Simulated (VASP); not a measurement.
The system is Si2W.

```
CELL_PARAMETERS angstrom
-1.60690 1.60690 3.91495
1.60690 -1.60690 3.91495
1.60690 1.60690 -3.91495
ATOMIC_POSITIONS crystal
Si 0.33470 0.33470 0.00000
Si 0.66530 0.66530 0.00000
W 0.00000 0.00000 0.00000
```

```yaml
Program: VASP 6.6.1
Task: relaxation of cell and atoms
Functional: PBE
Potentials_or_basis: VASP PAW PBE potentials, release 64 (Si, W_sv)
Cutoff: 520 eV
k_mesh: 18 × 18 × 18
Occupations: gaussian, width 0.1 eV
Spin: collinear spin, ferromagnetic start
Starting_moments: "[0, 0, 1] μB"
```

At the start: pressure 3.4 GPa; volume 13.48 Å³/atom.

Q: Where does the relaxation end?

A: Over 10 steps the energy falls by 2.1 meV/atom and the volume is 13.68 Å³/atom (+1.5 %); space group I4/mmm (No. 139, to 0.05 Å); moment 0.00 μB per cell.

The path:
```csv
step,energy change (eV),largest force (eV/Å),pressure (GPa),volume (Å³)
1,0.0000,0.0626,3.38,40.44
2,0.0135,0.1027,-5.52,42.12
3,-0.0062,0.0001,0.02,41.03
4,-0.0062,0.0010,-0.08,41.04
5,-0.0062,0.0025,0.14,41.01
6,-0.0062,0.0009,0.05,41.02
7,-0.0062,0.0008,0.04,41.02
8,-0.0062,0.0007,0.04,41.02
9,-0.0062,0.0005,-0.03,41.04
10,-0.0062,0.0001,0.00,41.03
```

Final structure:
```xyz
3
Lattice="-1.6148 1.6148 3.9337 1.6148 -1.6148 3.9337 1.6148 1.6148 -3.9337" Properties=species:S:1:pos:R:3 pbc="T T T"
Si    0.0000    0.0000    2.6321
Si    1.6148    1.6148    1.3016
W     0.0000    0.0000    0.0000
```
